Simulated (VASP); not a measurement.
# C (Diamond): GW quasiparticle gap, part 4 of 4

How does the gap of C (Diamond) change from the starting functional to GW? The cell has space group Fd-3m. The start is a cell from a database of measured crystal structures.

VASP 6.6.1, plane waves and PAW; the level of theory is named at each step.

So far, quasiparticle gap on the mesh (eV): step 4 (evGW0) 5.62. Also gap on the k-mesh (eV): step 2 (ground state, LDA) 4.13; step 6 (another starting point, HSE06) 5.33.

**8. G0W0**

This step: G0W0 on HSE06; plane waves and PAW (C_GW) (VASP 6.6.1).

One pass of GW corrects the levels to first order, with G and W from the starting orbitals.

The input, INCAR:

```
SYSTEM = C
PREC = Accurate
ENCUT = 440
ISMEAR = 0
SIGMA = 0.01
LREAL = .FALSE.
LHFCALC = .TRUE.
AEXX = 0.25
GGA = PE
HFSCREEN = 0.2
LASPH = .TRUE.
NBANDS = 64
PRECFOCK = Fast
ALGO = EVGW0
NELMGW = 1
ENCUTGW = 180
NOMEGA = 48
NBANDSGW = 12
LWAVE = .FALSE.
LCHARG = .FALSE.
```

The input, POSCAR:

```
C
1.0
    0.0000000000      1.7833700000      1.7833700000
    1.7833700000      0.0000000000      1.7833700000
    1.7833700000      1.7833700000      0.0000000000
C
2
Direct
    0.7500000000      0.7500000000      0.7500000000
    0.5000000000      0.5000000000      0.5000000000
```

The input, KPOINTS:

```
Automatic mesh
0
Gamma
9 9 9
0 0 0
```

PAW data sets: C_GW (LDA family, release 64).

The run starts from files that an earlier step left in the folder.

Command:

```sh
mpirun -np 4 vasp_std
```

What it wrote:

```text
[banner, memory and clock lines left out]
running    4 mpi-ranks, on    1 nodes
 distrk:  each k-point on    4 cores,    1 groups
 distr:  one band on    1 cores,    4 groups

 POSCAR found type information on POSCAR C
 POSCAR found :  1 types and       2 ions
 [... a notice as in an earlier step ...]

 [... a notice as in an earlier step ...]

 LDA part: xc-table for (Slater+PW92), standard interpolation
 found WAVECAR, reading the header
 POSCAR, INCAR and KPOINTS ok, starting setup
 FFT: planning ... GRIDC
 FFT: planning ... GRID_SOFT
 FFT: planning ... GRID
 reading WAVECAR
 the WAVECAR file was read successfully
 initial charge from wavefunction
 available memory per node:    150.11 GB, setting MAXMEM to    153707

 The Fermi energy was updated, please check that it is located mid-gap
 values below the HOMO (VB) or above the LUMO (CB) will cause erroneous energies
 E-fermi :  12.0263

 calculate exact exchange contribution
 the WAVEDER file was read successfully
energies w=
    0.000    0.000    1.258    0.000    2.512    0.000    3.755    0.000
    4.984    0.000    6.196    0.000    7.387    0.000    8.558    0.000
    9.707    0.000   10.834    0.000   11.941    0.000   13.031    0.000
   14.104    0.000   15.165    0.000   16.216    0.000   17.262    0.000
   18.305    0.000   19.351    0.000   20.404    0.000   21.468    0.000
   22.550    0.000   23.654    0.000   24.787    0.000   25.958    0.000
   27.173    0.000   28.441    0.000   29.775    0.000   31.186    0.000
   32.689    0.000   34.304    0.000   36.049    0.000   37.952    0.000
   40.047    0.000   42.372    0.000   44.983    0.000   47.947    0.000
   51.352    0.000   55.321    0.000   60.020    0.000   65.684    0.000
   72.658    0.000   81.467    0.000   92.951    0.000  108.537    0.000
  130.875    0.000  165.479    0.000  226.068    0.000  358.831    0.000
 responsefunction array rank=      68
 LDA part: xc-table for (Slater+PW92), standard interpolation

 min. memory requirement per mpi rank    250.5 MB, per node   1002.0 MB

 allocating  12 responsefunctions rank=    68
 shmem allocating  48 responsefunctions rank=    68
 response function shared by NCSHMEM nodes    1
 Doing           12  frequencies on each core in blocks of           48
NQ=   1    0.0000    0.0000    0.0000,
|.........|.........|.........|.........|.........|.........|.........|.........
 performed        403000 updates of chi_q(r,r)
 total number of BLAS operations         11.24 Gflops
NQ=   2    0.1111    0.0000    0.0000,
|.........|.........|.........|.........|.........|.........|.........|.........
 performed       1086000 updates of chi_q(r,r)
 total number of BLAS operations         32.25 Gflops
NQ=   3    0.2222    0.0000    0.0000,
|.........|.........|.........|.........|.........|.........|.........|.........
 performed       1769000 updates of chi_q(r,r)
 total number of BLAS operations         53.26 Gflops
NQ=   4    0.3333    0.0000    0.0000,
|.........|.........|.........|.........|.........|.........|.........|.........
 performed       2452000 updates of chi_q(r,r)
 total number of BLAS operations         75.65 Gflops
NQ=   5    0.4444    0.0000    0.0000,
|.........|.........|.........|.........|.........|.........|.........|.........
 performed       3135000 updates of chi_q(r,r)
 total number of BLAS operations         98.04 Gflops
NQ=   6    0.1111    0.1111    0.0000,
|.........|.........|.........|.........|.........|.........|.........|.........
 performed       3793000 updates of chi_q(r,r)
 total number of BLAS operations        117.01 Gflops
NQ=   7    0.2222    0.1111    0.0000,
|.........|.........|.........|.........|.........|.........|.........|.........
 performed       4918000 updates of chi_q(r,r)
 total number of BLAS operations        149.43 Gflops
NQ=   8    0.3333    0.1111    0.0000,
|.........|.........|.........|.........|.........|.........|.........|.........
 performed       6043000 updates of chi_q(r,r)
 total number of BLAS operations        185.17 Gflops
NQ=   9    0.4444    0.1111    0.0000,
|.........|.........|.........|.........|.........|.........|.........|.........
 performed       7168000 updates of chi_q(r,r)
 total number of BLAS operations        223.21 Gflops
NQ=  10   -0.4444    0.1111    0.0000,
|.........|.........|.........|.........|.........|.........|.........|.........
 performed       8293000 updates of chi_q(r,r)
 total number of BLAS operations        258.95 Gflops
NQ=  11   -0.3333    0.1111    0.0000,
|.........|.........|.........|.........|.........|.........|.........|.........
 performed       9418000 updates of chi_q(r,r)
 total number of BLAS operations        297.00 Gflops
NQ=  12   -0.2222    0.1111    0.0000,
|.........|.........|.........|.........|.........|.........|.........|.........
 performed      10543000 updates of chi_q(r,r)
 total number of BLAS operations        330.50 Gflops
NQ=  13   -0.1111    0.1111    0.0000,
|.........|.........|.........|.........|.........|.........|.........|.........
 performed      11447000 updates of chi_q(r,r)
 total number of BLAS operations        357.43 Gflops
NQ=  14    0.2222    0.2222    0.0000,
|.........|.........|.........|.........|.........|.........|.........|.........
 performed      12105000 updates of chi_q(r,r)
 total number of BLAS operations        376.40 Gflops
NQ=  15    0.3333    0.2222    0.0000,
|.........|.........|.........|.........|.........|.........|.........|.........
 performed      13230000 updates of chi_q(r,r)
 total number of BLAS operations        409.90 Gflops
NQ=  16    0.4444    0.2222    0.0000,
|.........|.........|.........|.........|.........|.........|.........|.........
 performed      14355000 updates of chi_q(r,r)
 total number of BLAS operations        446.79 Gflops
NQ=  17   -0.4444    0.2222    0.0000,
|.........|.........|.........|.........|.........|.........|.........|.........
 performed      15480000 updates of chi_q(r,r)
 total number of BLAS operations        482.53 Gflops
NQ=  18   -0.3333    0.2222    0.0000,
|.........|.........|.........|.........|.........|.........|.........|.........
 performed      16605000 updates of chi_q(r,r)
 total number of BLAS operations        516.03 Gflops
NQ=  19   -0.2222    0.2222    0.0000,
|.........|.........|.........|.........|.........|.........|.........|.........
 performed      17509000 updates of chi_q(r,r)
 total number of BLAS operations        544.75 Gflops
NQ=  20    0.3333    0.3333    0.0000,
|.........|.........|.........|.........|.........|.........|.........|.........
 performed      18167000 updates of chi_q(r,r)
 total number of BLAS operations        563.72 Gflops
NQ=  21    0.4444    0.3333    0.0000,
|.........|.........|.........|.........|.........|.........|.........|.........
 performed      19292000 updates of chi_q(r,r)
 total number of BLAS operations        597.23 Gflops
NQ=  22   -0.4444    0.3333    0.0000,
|.........|.........|.........|.........|.........|.........|.........|.........
 performed      20417000 updates of chi_q(r,r)
 total number of BLAS operations        630.73 Gflops
NQ=  23   -0.3333    0.3333    0.0000,
|.........|.........|.........|.........|.........|.........|.........|.........
 performed      21321000 updates of chi_q(r,r)
 total number of BLAS operations        659.45 Gflops
NQ=  24    0.4444    0.4444    0.0000,
|.........|.........|.........|.........|.........|.........|.........|.........
 performed      21979000 updates of chi_q(r,r)
 total number of BLAS operations        681.03 Gflops
NQ=  25   -0.4444    0.4444    0.0000,
|.........|.........|.........|.........|.........|.........|.........|.........
 performed      22883000 updates of chi_q(r,r)
 total number of BLAS operations        710.67 Gflops
NQ=  26    0.3333    0.2222    0.1111,
|.........|.........|.........|.........|.........|.........|.........|.........
 performed      24131000 updates of chi_q(r,r)
 total number of BLAS operations        747.83 Gflops
NQ=  27    0.4444    0.2222    0.1111,
|.........|.........|.........|.........|.........|.........|.........|.........
 performed      25600000 updates of chi_q(r,r)
 total number of BLAS operations        793.03 Gflops
NQ=  28   -0.4444    0.2222    0.1111,
|.........|.........|.........|.........|.........|.........|.........|.........
 performed      27069000 updates of chi_q(r,r)
 total number of BLAS operations        836.78 Gflops
NQ=  29    0.4444    0.3333    0.1111,
|.........|.........|.........|.........|.........|.........|.........|.........
 performed      28317000 updates of chi_q(r,r)
 total number of BLAS operations        877.69 Gflops
NQ=  30   -0.4444    0.3333    0.1111,
|.........|.........|.........|.........|.........|.........|.........|.........
 performed      29786000 updates of chi_q(r,r)
 total number of BLAS operations        924.35 Gflops
NQ=  31   -0.3333    0.3333    0.1111,
|.........|.........|.........|.........|.........|.........|.........|.........
 performed      31255000 updates of chi_q(r,r)
 total number of BLAS operations        968.10 Gflops
NQ=  32   -0.2222    0.3333    0.1111,
|.........|.........|.........|.........|.........|.........|.........|.........
 performed      32429000 updates of chi_q(r,r)
 total number of BLAS operations       1003.07 Gflops
NQ=  33   -0.4444    0.4444    0.1111,
|.........|.........|.........|.........|.........|.........|.........|.........
 performed      33677000 updates of chi_q(r,r)
 total number of BLAS operations       1042.71 Gflops
NQ=  34   -0.3333    0.4444    0.1111,
|.........|.........|.........|.........|.........|.........|.........|.........
 performed      34851000 updates of chi_q(r,r)
 total number of BLAS operations       1076.55 Gflops
NQ=  35   -0.3333    0.4444    0.2222,
|.........|.........|.........|.........|.........|.........|.........|.........
 performed      36099000 updates of chi_q(r,r)
 total number of BLAS operations       1113.71 Gflops
 resolving degeneracies of screened two electron integrals

 calculate QP shifts <psi_nk| G(iteration)W_0 |psi_nk>: iteration 1
 entering main loop
```

Elapsed: 2.5 min, on 4 MPI ranks of Intel Xeon Platinum 8375C at 2.90GHz (Ice Lake), shared host; peak memory 1.4 GiB.

From OUTCAR (step 8):

```text
   NELECT =       8.0000    total number of electrons

 E-fermi :  12.0263

 QP shifts <psi_nk| G(iteration)W_0 |psi_nk>: iteration 1
 for sc-GW calculations column KS-energies equals QP-energies in previous step
 and V_xc(KS)=  KS-energies - (<T + V_ion + V_H > + <T+V_H+V_ion>^1  + <V_x>^1)
 k-point   1 :       0.0000    0.0000    0.0000
  band No.  KS-energies  QP-energies   sigma(KS)   V_xc(KS)     V^pw_x(r,r')   Z            occupation Imag(sigma)
      1     -14.1690     -14.0458     -17.3016     -17.4606     -25.4434       0.7747       2.0000       1.3329
      2       9.3602       9.1132     -17.6316     -17.3392     -19.1893       0.8448       2.0000       0.0685
      3       9.3602       9.1132     -17.6316     -17.3392     -19.1893       0.8448       2.0000       0.0685
      4       9.3602       9.1132     -17.6316     -17.3392     -19.1893       0.8448       2.0000       0.0685
      5      16.3530      16.8944     -13.9796     -14.6228      -9.2718       0.8416       0.0000      -0.0917
      6      16.3530      16.8944     -13.9796     -14.6228      -9.2718       0.8416       0.0000      -0.0917
      7      16.3530      16.8944     -13.9796     -14.6228      -9.2718       0.8416       0.0000      -0.0917
      8      24.5997      24.7418     -14.7241     -14.9029      -7.7207       0.7950       0.0000      -0.2112
    ...

 k-point   2 :       0.1111    0.0000    0.0000
  band No.  KS-energies  QP-energies   sigma(KS)   V_xc(KS)     V^pw_x(r,r')   Z            occupation Imag(sigma)
      1     -13.7998     -13.6769     -17.2972     -17.4559     -25.3578       0.7747       2.0000       1.2914
      2       7.2166       6.9440     -17.3811     -17.0563     -19.4006       0.8392       2.0000       0.0822
      3       8.7955       8.5489     -17.5416     -17.2490     -19.2139       0.8429       2.0000       0.0716
      4       8.7955       8.5489     -17.5416     -17.2490     -19.2139       0.8429       2.0000       0.0716
      5      17.1067      17.6467     -14.0572     -14.7003      -9.1738       0.8397       0.0000      -0.0973
      6      17.1067      17.6467     -14.0572     -14.7003      -9.1738       0.8397       0.0000      -0.0973
      7      17.4764      17.9702     -14.1659     -14.7544      -9.2687       0.8391       0.0000      -0.0986
      8      24.9233      25.0832     -14.5759     -14.7772      -7.5131       0.7939       0.0000      -0.2184
    ...

[... 9 parts as in an earlier step ...]

[... 7 further parts left out ...]
```

This step gave:

| Item | Value |
| --- | --- |
| quasiparticle gap on the mesh | 5.885 eV |
| smallest direct quasiparticle gap on the mesh | 7.781 eV |
| gap of the starting orbitals on the mesh | 5.332 eV |

GW takes the gap from 5.332 to 5.885 eV. That is +441 meV against the one-shot pass on LDA. The value holds for 64 bands, ENCUTGW = 180 eV and this mesh, and isn't shown to be converged in them.

**9. Summary**

This step: GW series: evGW0 on LDA, G0W0 on HSE06; plane waves and PAW (VASP 6.6.1).

No new run; the numbers come from the runs before.

Cost is wall time times ranks on a shared host, with the step that makes the empty bands. GW runs:

```tsv
level	bands	ENCUTGW (eV)	NOMEGA	k mesh	starting gap (eV)	quasiparticle gap (eV)	direct gap (eV)	cost (core minutes)
evGW0 on LDA	64	180	48	9x9x9	4.127	5.62	7.507	41
G0W0 on HSE06	64	180	48	9x9x9	5.332	5.885	7.781	32.35
```

**10. Summary of results**

| Quantity | Value |
| --- | --- |
| evGW0 on LDA, 64 bands, ENCUTGW 180 eV, NOMEGA 48, mesh 9×9×9 | 4.127 → 5.620 eV |
| G0W0 on HSE06, 64 bands, ENCUTGW 180 eV, NOMEGA 48, mesh 9×9×9 | 5.332 → 5.885 eV |

**Reading.** evGW0 gives a quasiparticle gap of 5.620 eV on the mesh , 1.49 eV over the LDA gap on the same mesh. On this mesh the starting valence top lies at Γ and the conduction bottom at (0.333, 0.333, 0), so the starting gap is indirect. Over the final values of the levels run here the gap spans 5.62 to 5.89 eV. In evGW0 the first pass, which is the one-shot result, gives 5.444 eV and pass 4 gives 5.620 eV; the last pass changed the gap by +3 meV, so the loop is converged. One-shot gaps: 5.444 eV from LDA and 5.885 eV from HSE06. The starting gaps span 1.21 eV and the one-shot gaps 0.44 eV. Bands, response cutoff and mesh weren't tested for convergence, and band edges off the mesh aren't seen. The given cell is kept, although it stands at -18.3 GPa at LDA with the cutoff and mesh of that run. Not tabulated here, as repeats of values shown or as unfit to read for their mesh, reference level or band range: eps2 curves (empty bands); eps1 curves and static values (empty bands); gaps (empty bands).

[Lines on the potential files, build, host, timing and source positions are cut from VASP's logs without a mark.]

[Logs are printed without paths, hosts, clocks, repeated set-up lines and the standing remarks that a program may print on its own settings, such as how far it seeks lower states.]

[Hosts, paths, dates, database ids (printed as entryN), source tags and the programs' standing remarks are cut or masked in the printed files.]

[Measured values are set beside computed ones only where the two were judged alike; some that the calculation misses by far are left out.]

[Pressures printed for these runs are not shown converged in the cutoff: they can be off by several GPa and have the wrong sign.]
